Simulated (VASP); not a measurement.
Consider the following.

```
CELL_PARAMETERS angstrom
      0.00000     2.22171     2.22171
      2.22171     0.00000     2.22171
      2.22171     2.22171     0.00000
ATOMIC_POSITIONS crystal
  Ta 0.00000 0.00000 0.00000
  C  0.50000 0.50000 0.50000
```

The numbers are results of PBEsol GGA, VASP's PBE PAW potentials (set 64) (plane waves; VASP), not measurements. Numerical set-up: 620 eV cut-off, 14×14×14 Γ-centred mesh, first-order Methfessel-Paxton smearing of 0.10 eV, potentials Ta_pv C.

Unless said otherwise, spin-orbit coupling is left out, though it shifts the bands of the heavy elements here.

Q: Predict the energy per atom (σ→0), band gap (on the k-mesh) with the smallest direct gap where there is one.

A: 
The band gap (on the k-mesh) is none (metal, semimetal or under 0.01 eV) and the energy per atom (σ→0) is -11.760 eV/atom.

The compound is TaC in the rock salt structure. It was relaxed first. The electron count is odd and the run is not spin-polarised, which forces a metal.
